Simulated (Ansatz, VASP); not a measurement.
## ScSi2: VASP beside Ansatz

File INCAR:

```
SYSTEM = ScSi2
ALGO     = Normal         ! electronic algorithm
EDIFF    = 1E-7           ! SCF threshold, eV
ENCUT    = 520            ! plane-wave cutoff, eV
GGA      = PE             ! functional
ISIF     = 2              ! what is computed and relaxed
ISMEAR   = -1             ! smearing method
LASPH    = .True.         ! aspherical terms in the spheres
LCHARG   = .False.        ! write CHGCAR
LREAL    = .False.        ! projectors in reciprocal space
LWAVE    = .False.        ! write WAVECAR
NBANDS   = 16             ! bands
NELM     = 100            ! most SCF steps
PREC     = Accurate       ! precision mode
SIGMA    = 0.05           ! smearing width, eV
```

File KPOINTS:

```
k-points
0
Gamma
  8 8 7
  0 0 0
```

Contents of POSCAR:

```
ScSi2
1.0
    3.6842391170      0.0000000000      0.0000000000
   -1.8421195585      3.1906446690      0.0000000000
    0.0000000000      0.0000000000      3.8956298860
Sc Si
1 2
Direct
    0.0000000000      0.0000000000      0.0000000000
    0.6666666667      0.3333333333      0.5000000000
    0.3333333333      0.6666666667      0.5000000000
```

File input.yaml:

```yaml
crystal:
  lattice:
    - [3.684239117, 0.0, 0.0]
    - [-1.8421195585, 3.190644669, 0.0]
    - [0.0, 0.0, 3.895629886]
  atoms:
    - { symbol: Sc, position: [0.0, 0.0, 0.0] }
    - { symbol: Si, position: [0.6666666667, 0.3333333333, 0.5] }
    - { symbol: Si, position: [0.3333333333, 0.6666666667, 0.5] }
hamiltonian:
  xc: pbe
  pseudopotentials: { kind: paw }
kpoints:
  mp_grid: { grid: [8, 8, 7] }
scf:
  occupations: { method: fermi_dirac, width: 0.05 }
output:
  forces: true
  stress: true
  eigenvalues: true
  write_density: true
  write_potential: true
  elf: true
  volumetric_format: npy
```

Change from the starting cell: volume scaled by 1.02.

Alike in both runs: task single point; functional PBE; k mesh 8 × 8 × 7; occupations fermi-dirac, width 0.05 eV; no spin polarisation.

|  | VASP | Ansatz |
| --- | --- | --- |
| version | VASP 6.6.1 | Ansatz 0.2.0 |
| potentials or method | VASP PAW PBE potentials, release 64 (Sc_sv, Si) | Ansatz PAW |
| plane-wave cutoff (eV) | 520 | 420 |
| valence electrons in the cell | 19 | 19 |

```tsv
	VASP	Ansatz	Ansatz less VASP
gap on the k mesh at the Fermi level (eV)	none	none	-
pressure (GPa)	21.4	21.4	-0.02
largest component of the traceless stress (GPa)	22.06	22.24	+0.176
```

A gap of «none» marks a metal or a gap that the smearing closes. With one functional, cell and mesh, what is left measures potentials, basis and numerics.
